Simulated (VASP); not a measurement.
Here is a VASP 6.6.1 calculation.

The input POSCAR:

```
GaN
1.0
    0.0000000000      2.2500000000      2.2500000000
    2.2500000000      0.0000000000      2.2500000000
    2.2500000000      2.2500000000      0.0000000000
Ga N
1 1
Direct
    0.0000000000      0.0000000000      0.0000000000
    0.2500000000      0.2500000000      0.2500000000
```

File INCAR.step1:

```
SYSTEM = GaN
PREC = Accurate ; ENCUT = 600
ISMEAR = 0 ; SIGMA = 0.02
LREAL = .FALSE. ; LASPH = .TRUE.
NELM = 100 ; GGA = PE
ALGO = Normal ; EDIFF = 1E-4
LWAVE = .TRUE. ; LCHARG = .FALSE.
```

File INCAR.step2:

```
SYSTEM = GaN
PREC = Accurate ; ENCUT = 600
EDIFF = 1E-6 ; ISMEAR = 0
SIGMA = 0.02 ; LREAL = .FALSE.
LASPH = .TRUE. ; NELM = 100
ALGO = Normal ; ISIF = 3
LWAVE = .FALSE. ; LCHARG = .FALSE.
METAGGA = R2SCAN ; LMIXTAU = .TRUE.
LUSE_VDW = .TRUE. ; IVDW_NL = 2
BPARAM = 11.95 ; CPARAM = 0.0093
IBRION = 2 ; NSW = 100
EDIFFG = -0.002 ; ISTART = 1
```

File KPOINTS:

```
Automatic mesh
0
G
  10 10 10
  0 0 0
```

Potentials or basis: VASP PAW PBE potentials, release 64 (Ga_d, N).

The run is started by

```bash
$ cat potpaw_PBE.64/Ga_d/POTCAR potpaw_PBE.64/N/POTCAR > POTCAR
$ cp INCAR.step1 INCAR
$ mpirun -np 1 vasp_std > vasp.out
$ cp INCAR.step2 INCAR
$ mpirun -np 1 vasp_std > vasp.out
```

Estimate the space group after relaxing (to 0.05 Å).

F-43m (No. 216).

Estimate the band gap on the k mesh.

2.13 eV, direct.

Predict the relaxed cell.

a = 3.179 Å, b = 3.179 Å, c = 3.179 Å, α = 60.00°, β = 60.00°, γ = 60.00°.

Final structure:
```yaml
crystal:
  lattice:
    - [0.00000, 2.24809, 2.24809]
    - [2.24809, 0.00000, 2.24809]
    - [2.24809, 2.24809, 0.00000]
  atoms:
    - { symbol: Ga, position: [0.00000, 0.00000, 0.00000] }
    - { symbol: N, position: [0.25000, 0.25000, 0.25000] }
```

Caveat: the PAW data sets were made with another functional, which shifts forces and pressure a little. r2SCAN opens gaps a little over a GGA but as a rule still falls short of measured ones.
